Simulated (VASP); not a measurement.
Consider the following.

```
CELL_PARAMETERS angstrom
      3.27155     0.00000     0.00000
      0.00000     3.27155     0.00000
      0.00000     0.00000     3.27155
ATOMIC_POSITIONS crystal
  In 0.50000 0.50000 0.50000
  Pd 0.00000 0.00000 0.00000
```

Computed with r2SCAN meta-GGA with spin-orbit coupling, VASP's PBE PAW potentials (set 64) (plane waves; VASP 6.6.1). Settings: 400 eV cut-off, 10×10×10 Γ-centred mesh, Gaussian smearing of 0.050 eV, potentials In_d Pd.

### Question
Give the energies of bands 15 to 28 at the high-symmetry points, in eV from the Fermi level.

### Answer

```tsv
band	Γ	X	M	R
15	-4.22	-4.21	-3.05	-5.27
16	-4.22	-4.21	-3.05	-5.27
17	-2.65	-3.71	-2.95	-1.95
18	-2.65	-3.71	-2.95	-1.95
19	-2.65	-3.49	-2.66	-1.95
20	-2.65	-3.49	-2.66	-1.95
21	-2.37	-2.62	-2.57	0.07
22	-2.37	-2.62	-2.57	0.07
23	3.85	-1.35	-1.99	3.54
24	3.85	-1.35	-1.99	3.54
25	4.57	9.61	1.46	3.90
26	4.57	9.61	1.46	3.90
27	4.57	10.02	2.44	3.90
28	4.57	10.02	2.44	3.90
```

It has no gap at this level: it comes out as a metal or semimetal.

The compound is PdIn in the CsCl type structure. It was relaxed first.
